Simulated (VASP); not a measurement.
Ga2GeSe2:

```
Ga Ge Se
1.0
    -2.23650    2.23650    5.50049
     2.23650   -2.23650    5.50049
     2.23650    2.23650   -5.50049
Ga Ge Se
2 1 2
Direct
  0.62038 0.62038 0.00000
  0.37962 0.37962 0.00000
  0.00000 0.00000 0.00000
  0.75000 0.25000 0.50000
  0.25000 0.75000 0.50000
```

The cell was built by a generator and needn't be a form met in nature.

```yaml
Program: VASP 6.6.1
Task: relaxation of cell and atoms
Functional: PBE
Potentials_or_basis: VASP PAW PBE potentials, release 64 (Ga_d, Ge_d, Se)
Cutoff: 520 eV
k_mesh: 4 × 4 × 4
Occupations: gaussian, width 0.15 eV
Spin: no spin polarisation
```

At the start: pressure 1.9 GPa; volume 22.01 Å³/atom.

**Question.** How do energy, volume and symmetry change on relaxing?

**Answer.** Over 14 steps the energy falls by 341.9 meV/atom and the volume is 22.07 Å³/atom (+0.3 %); space group I4/mmm (No. 139, to 0.05 Å).

The path:
| step | energy change (eV) | largest force (eV/Å) | pressure (GPa) | volume (Å³) |
| --- | --- | --- | --- | --- |
| 1 | 0.0000 | 0.1008 | 1.88 | 110.05 |
| 2 | -0.5580 | 0.7431 | -1.19 | 113.92 |
| 3 | -0.6251 | 4.2614 | -3.68 | 121.65 |
| 4 | -0.8686 | 2.0268 | -3.13 | 118.09 |
| 5 | -1.1789 | 1.8511 | -2.95 | 115.83 |
| 6 | -1.5494 | 1.7945 | 0.42 | 108.77 |
| 7 | -1.5331 | 1.8213 | 1.37 | 107.06 |
| 8 | -1.6748 | 0.4083 | 1.12 | 108.10 |
| 9 | -1.6867 | 0.0459 | 1.11 | 107.84 |
| 10 | -1.6866 | 0.0805 | 0.70 | 107.87 |
| 11 | -1.7038 | 0.0044 | 0.46 | 109.13 |
| 12 | -1.7082 | 0.0243 | 0.07 | 109.78 |
| 13 | -1.7079 | 0.0574 | -0.62 | 111.08 |
| 14 | -1.7096 | 0.0319 | -0.31 | 110.34 |

Final structure:
```cif
data_structure
_symmetry_space_group_name_H-M 'P 1'
_symmetry_Int_Tables_number 1
_cell_length_a 5.4860
_cell_length_b 5.4860
_cell_length_c 5.4860
_cell_angle_alpha 123.304
_cell_angle_beta 123.304
_cell_angle_gamma 84.367
_cell_volume 110.34
loop_
_atom_site_label
_atom_site_type_symbol
_atom_site_fract_x
_atom_site_fract_y
_atom_site_fract_z
_atom_site_occupancy
Ga1 Ga 0.65296 0.65296 0.00000 1
Ga2 Ga 0.34704 0.34704 0.00000 1
Ge1 Ge 0.00000 0.00000 0.00000 1
Se1 Se 0.75000 0.25000 0.50000 1
Se2 Se 0.25000 0.75000 0.50000 1
```

Caveat: the k mesh is coarse (spacing up to 0.50 Å⁻¹), so the values aren't converged.
